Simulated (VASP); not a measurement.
Runs of VASP 6.6.1 on HPbNO4. The typed cell holds 7 atoms: a = 4.275 Å, b = 5.609 Å, c = 5.670 Å, α = 100.02°, β = 111.92°, γ = 111.82°. The cell was built by a generator and needn't be a form met in nature.

```csv
task,level,spin,smearing,further INCAR settings,k mesh for the DOS,occupations for the DOS,gap on the mesh (eV),pressure (GPa),largest force (eV/Å)
atomic charges,PBE,off,fermi-dirac 0.05 eV,ALGO = Fast; EDIFF = 1e-07,-,-,2.79,0.6,0.39
dielectric tensor,PBE,off,gaussian 0.02 eV,ALGO = Fast; EDIFF = 1e-08,-,-,2.79,-,-
atomic charges,PBE+TS,off,fermi-dirac 0.05 eV,ALGO = Fast; EDIFF = 1e-07,-,-,2.79,(a),0.40
electrostatic potential,PBE,off,fermi-dirac 0.05 eV,ALGO = Fast; EDIFF = 1e-07,-,-,2.79,0.6,0.39
band structure,PBE,off,fermi-dirac 0.05 eV,ALGO = Fast; EDIFF = 1e-07; NBANDS = 31,-,-,2.79,-,-
electric field gradients,PBE,off,fermi-dirac 0.05 eV,ALGO = Fast; EDIFF = 1e-08,-,-,2.79,0.6,0.39
```

Alike in all rows: potentials or basis VASP PAW PBE potentials, release 64 (H, Pb_d, N, O); cell as given; k mesh 8 × 6 × 6; cutoff (eV) 520.

Problem. Fill in the values left out.

Solution. (a) -0.1.

Caveats: spin-orbit coupling is left out, which as a rule narrows the gap of such compounds by several tenths of an eV.

A k mesh can miss the band edges, and the runs leave out spin-orbit coupling on Pb.
